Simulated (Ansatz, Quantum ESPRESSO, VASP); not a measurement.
# One structure in several programs: Ag (Fm-3m, 1 atom in the cell)

Self-consistent single point.

```
CELL_PARAMETERS angstrom
      0.00000     2.04500     2.04500
      2.04500     0.00000     2.04500
      2.04500     2.04500     0.00000
ATOMIC_POSITIONS crystal
  Ag 0.00000 0.00000 0.00000
```

Shared settings, as Ansatz (a program for electronic structure) writes them: kpoints.mp_grid.grid = 14 14 14; magnetization.spin_orbit = true; scf.occupations.method = gaussian; scf.occupations.width = 0.1 eV. Potentials and cutoffs stand in the table.

| code | model | pressure (GPa) | cutoff |
|---|---|---|---|
| Quantum ESPRESSO | PBE, spin-orbit coupling, PseudoDojo fully relativistic norm-conserving (PBE) pseudopotentials | 4.29 | 85 Ry |
| Ansatz | PBE with spin-orbit coupling, default PAW files | 4.07 | 420 eV |
| VASP | PBE, spin-orbit coupling, VASP's PBE PAW potentials (set 64) | 3.90 | 300 eV |

The spread over the programs that give each value: pressure within 0.39 GPa.

Ansatz's pressure is given at a fixed set of plane waves, as the other plane-wave codes print theirs; with its correction for the finite basis it is 4.14 GPa.

VASP's run is marked for a possible Pulay error in its stress at this cutoff; no cutoff test was made.

The starting cell has typed, rounded lattice constants, without a prior relaxation at this level.

Left out of this page: ABINIT (failed or unconverged); Elk, FLEUR and SIESTA (not drawn, or without a comparable value).

Keys are those of Ansatz 0.2.
